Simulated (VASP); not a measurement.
Output of a VASP run:

File OUTCAR:
```
 ion  position               nearest neighbor table
   1  0.000  0.000  0.000-   3 2.10   6 2.10   5 2.15   4 2.15   4 2.15   5 2.15   2 3.83   2 3.83
                             2 3.83   2 3.83   2 3.83   2 3.83   2 3.83   2 3.83
   2  0.500  0.500  0.500-   4 2.10   5 2.10   3 2.15   6 2.15   3 2.15   6 2.15   1 3.83   1 3.83
                             1 3.83   1 3.83   1 3.83   1 3.83   1 3.83   1 3.83
   3  0.307  0.307  0.000-   1 2.10   2 2.15   2 2.15
   4  0.807  0.193  0.500-   2 2.10   1 2.15   1 2.15
   5  0.193  0.807  0.500-   2 2.10   1 2.15   1 2.15
   6  0.693  0.693  0.000-   1 2.10   2 2.15   2 2.15
  LATTYP: Found a simple tetragonal cell.
 ALAT       =     4.8475099805
 C/A-ratio  =     0.7013448797
 Subroutine PRICEL returns:
 Original cell was already a primitive cell.
 Subroutine GETGRP returns: Found 16 space group operations
The static configuration has the point symmetry D_2h.
 The point group associated with its full space group is D_4h.
The dynamic configuration has the point symmetry D_2h.
 Subroutine INISYM returns: Found 16 space group operations
 Subroutine IBZKPT returns following result:
 Found     24 irreducible k-points:

 Following reciprocal coordinates:
            Coordinates               Weight
  0.000000  0.000000  0.000000      1.000000
  0.200000  0.000000  0.000000      4.000000
  0.400000  0.000000  0.000000      4.000000
  0.200000  0.200000  0.000000      4.000000
  0.400000  0.200000  0.000000      8.000000
  0.400000  0.400000  0.000000      4.000000
  0.000000  0.000000  0.142857      2.000000
  0.200000  0.000000  0.142857      8.000000
  0.400000  0.000000  0.142857      8.000000
  0.200000  0.200000  0.142857      8.000000
  0.400000  0.200000  0.142857     16.000000
  0.400000  0.400000  0.142857      8.000000
  0.000000  0.000000  0.285714      2.000000
  0.200000  0.000000  0.285714      8.000000
  0.400000  0.000000  0.285714      8.000000
  0.200000  0.200000  0.285714      8.000000
  0.400000  0.200000  0.285714     16.000000
  0.400000  0.400000  0.285714      8.000000
  0.000000  0.000000  0.428571      2.000000
  0.200000  0.000000  0.428571      8.000000
  0.400000  0.000000  0.428571      8.000000
  0.200000  0.200000  0.428571      8.000000
  0.400000  0.200000  0.428571     16.000000
  0.400000  0.400000  0.428571      8.000000
   k-points           NKPTS =     24   k-points in BZ     NKDIM =     24   number of bands    NBANDS=     31
   number of dos      NEDOS =    301   number of ions     NIONS =      6
   total plane-waves  NPLWV =  44800
   dimension x,y,z NGX =    40 NGY =   40 NGZ =   28
   dimension x,y,z NGXF=    80 NGYF=   80 NGZF=   56
   ions per type =               2   4
   PREC   = accura    normal or accurate (medium, high low for compatibility)
   ISTART =      0    job   : 0-new  1-cont  2-samecut
   ICHARG =      2    charge: 1-file 2-atom 10-const
   ISPIN  =      1    spin polarized calculation?
   LNONCOLLINEAR =      F non collinear calculations
   LSORBIT =      F    spin-orbit coupling
   INIWAV =      1    electr: 0-lowe 1-rand  2-diag
   ENCUT  =  620.0 eV  45.57 Ry    6.75 a.u.   9.84  9.84  6.90*2*pi/ulx,y,z
   NELM   =    100;   NELMIN=  2; NELMDL= -5     # of ELM steps
   EDIFF  = 0.1E-05   stopping-criterion for ELM
   LREAL  =      F    real-space projection
   NLSPLINE    = F    spline interpolate recip. space projectors
   LMAXMIX     =    4 max onsite mixed and CHGCAR
   VOSKOWN=      0    Vosko Wilk Nusair interpolation
   EDIFFG = -.2E-01   stopping-criterion for IOM
   NSW    =     40    number of steps for IOM
   NBLOCK =      1;   KBLOCK =     40    inner block; outer block
   IBRION =      2    ionic relax: 0-MD 1-quasi-New 2-CG
   NFREE  =      1    steps in history (QN), initial steepest desc. (CG)
   ISIF   =      3    stress and relaxation
   ISYM   =      2    0-nonsym 1-usesym 2-fastsym
   TEIN   =    0.0    initial temperature
   TEBEG  =    0.0;   TEEND  =   0.0 temperature during run
   SMASS  =  -3.00    Nose mass-parameter (am)
   PSTRESS=  200.0 pullay stress
   NELECT =      52.0000    total number of electrons
...
```

### OSZICAR
```
...
   3 F= -.24066772E+02 E0= -.24066503E+02  d E =-.124246E+00
       N       E                     dE             d eps       ncg     rms          rms(c)
DAV:   1    -0.335755033713E+02    0.91856E-02   -0.13720E-02  1932   0.195E+00    0.127E-01
DAV:   2    -0.335751550536E+02    0.34832E-03   -0.97744E-04  1972   0.435E-01    0.418E-02
DAV:   3    -0.335750965184E+02    0.58535E-04   -0.16554E-04  2140   0.301E-01    0.792E-03
DAV:   4    -0.335750960388E+02    0.47964E-06   -0.18834E-05  2039   0.757E-02    0.261E-03
DAV:   5    -0.335750981335E+02   -0.20947E-05   -0.45793E-06  1395   0.206E-02    0.109E-03
DAV:   6    -0.335750981985E+02   -0.64997E-07   -0.23982E-07   786   0.119E-02
   4 F= -.24066844E+02 E0= -.24066567E+02  d E =-.124318E+00
       N       E                     dE             d eps       ncg     rms          rms(c)
DAV:   1    -0.335782377161E+02   -0.31396E-02   -0.12846E+00  1558   0.899E+00    0.700E-01
DAV:   2    -0.335702296631E+02    0.80081E-02   -0.55532E-02  1945   0.243E+00    0.397E-01
DAV:   3    -0.335646885195E+02    0.55411E-02   -0.10106E-02  2332   0.143E+00    0.711E-02
DAV:   4    -0.335647750192E+02   -0.86500E-04   -0.18847E-03  1711   0.346E-01    0.311E-02
DAV:   5    -0.335647650482E+02    0.99709E-05   -0.83154E-05  2194   0.134E-01    0.661E-03
DAV:   6    -0.335647665006E+02   -0.14523E-05   -0.10914E-05  1747   0.253E-02    0.407E-03
DAV:   7    -0.335647666808E+02   -0.18024E-06   -0.42198E-07  1017   0.141E-02
   5 F= -.24072436E+02 E0= -.24072118E+02  d E =-.559145E-02
       N       E                     dE             d eps       ncg     rms          rms(c)
DAV:   1    -0.335606597817E+02    0.41067E-02   -0.50607E-01  1572   0.567E+00    0.438E-01
DAV:   2    -0.335575146717E+02    0.31451E-02   -0.21766E-02  1910   0.153E+00    0.249E-01
DAV:   3    -0.335553386060E+02    0.21761E-02   -0.39851E-03  2370   0.899E-01    0.447E-02
DAV:   4    -0.335553717179E+02   -0.33112E-04   -0.72765E-04  1668   0.214E-01    0.194E-02
DAV:   5    -0.335553685288E+02    0.31891E-05   -0.31422E-05  2234   0.803E-02    0.440E-03
DAV:   6    -0.335553691272E+02   -0.59837E-06   -0.39397E-06  1574   0.150E-02
   6 F= -.24073278E+02 E0= -.24072944E+02  d E =-.643375E-02
       N       E                     dE             d eps       ncg     rms          rms(c)
DAV:   1    -0.335582809152E+02   -0.29124E-02   -0.68000E-01  1496   0.612E+00    0.418E-01
DAV:   2    -0.335562503775E+02    0.20305E-02   -0.18298E-02  2358   0.140E+00    0.240E-01
DAV:   3    -0.335547862091E+02    0.14642E-02   -0.16410E-03  2258   0.530E-01    0.421E-02
DAV:   4    -0.335547724714E+02    0.13738E-04   -0.31337E-04  2248   0.145E-01    0.112E-02
DAV:   5    -0.335547732013E+02   -0.72990E-06   -0.66369E-06  1726   0.350E-02
   7 F= -.24075342E+02 E0= -.24074998E+02  d E =-.206391E-02
       N       E                     dE             d eps       ncg     rms          rms(c)
DAV:   1    -0.335548099202E+02   -0.37449E-04   -0.28923E-01  1496   0.399E+00    0.272E-01
DAV:   2    -0.335539426983E+02    0.86722E-03   -0.77593E-03  2358   0.918E-01    0.156E-01
DAV:   3    -0.335533219851E+02    0.62071E-03   -0.69874E-04  2258   0.347E-01    0.275E-02
DAV:   4    -0.335533164835E+02    0.55015E-05   -0.13475E-04  2248   0.955E-02    0.741E-03
DAV:   5    -0.335533168453E+02   -0.36177E-06   -0.25194E-06  1364   0.233E-02
   8 F= -.24075713E+02 E0= -.24075368E+02  d E =-.243538E-02
```

### OUTCAR
```
------------------------ aborting loop because EDIFF is reached ----------------------------------------
  FORCE on cell =-STRESS in cart. coord.  units (eV):
  Direction    XX          YY          ZZ          XY          YZ          ZX
  --------------------------------------------------------------------------------------
  Total        9.4475673      9.4475673      9.4022359      0.0000000      0.0000000      0.0000000
  in kB      199.3661628    199.3661628    198.4095613      0.0000000      0.0000000      0.0000000
  external PRESSURE =      -0.9527044 kB  Pullay stress =     200.0000000 kB
  volume of cell :       75.92
      direct lattice vectors                 reciprocal lattice vectors
     4.729480349  0.000000000  0.000000000     0.211439720 -0.000000000  0.000000000
     0.000000000  4.729480349  0.000000000    -0.000000000  0.211439720  0.000000000
     0.000000000  0.000000000  3.394316041     0.000000000  0.000000000  0.294610162
 POSITION                                       TOTAL-FORCE (eV/Angst)
 -----------------------------------------------------------------------------------
      0.00000      0.00000      0.00000         0.000000      0.000000     -0.000000
      2.36474      2.36474      1.69716         0.000000      0.000000     -0.000000
      1.45389      1.45389      0.00000         0.005205      0.005205      0.000000
      3.81863      0.91085      1.69716         0.005205     -0.005205     -0.000000
      0.91085      3.81863      1.69716        -0.005205      0.005205      0.000000
      3.27559      3.27559      0.00000        -0.005205     -0.005205     -0.000000
 -----------------------------------------------------------------------------------
    total drift:                                0.000000     -0.000000     -0.000000
  FREE ENERGIE OF THE ION-ELECTRON SYSTEM (eV)
  ---------------------------------------------------
  free  energy   TOTEN  =       -33.5533168453 eV

  energy  without entropy=      -33.5526263096  energy(sigma->0) =      -33.55297158
  enthalpy is  TOTEN    =       -24.0757132447 eV   P V=        9.4776036005

 reached required accuracy - stopping structural energy minimisation
```
(Selected blocks of OUTCAR.)

**POSCAR**
```
PbO2
1
    4.8475099805     0.0000000000     0.0000000000
    0.0000000000     4.8475099805     0.0000000000
    0.0000000000     0.0000000000     3.3997763039
Pb O
2 4
Direct
  0.0000000000   0.0000000000   0.0000000000
  0.5000000000   0.5000000000   0.5000000000
  0.3069358666   0.3069358666   0.0000000000
  0.8069358666   0.1930641334   0.5000000000
  0.1930641334   0.8069358666   0.5000000000
  0.6930641334   0.6930641334   0.0000000000
```

Q: Reconstruct the remaining input files.

A: Several could match; the one computed here: the input of the run itself, PBEsol GGA, plane waves, VASP's PBE PAW potentials (set 64).

**KPOINTS**
```
K-points
0
Gamma
 5 5 7
0 0 0
```

### INCAR
```
SYSTEM = PbO2
PREC = Accurate; ENCUT = 620; LREAL = .False.
LASPH = .True.
EDIFF = 1E-6; NELM = 100; ALGO = Normal
LMAXMIX = 4
ISMEAR = 0; SIGMA = 0.05
GGA = PS
IBRION = 2; NSW = 40; ISIF = 3
EDIFFG = -0.02; PSTRESS = 200
LWAVE = .False.; LCHARG = .False.
```

POTCAR, in this order: Pb_d O (PBE.64 set). Program: vasp_std.

Energy and stress use the plane-wave basis of the starting cell.

The compound is PbO2 in the rutile structure. This run relaxes it under an external pressure of 20 GPa. Symmetry was kept, so distortions that lower it aren't found.
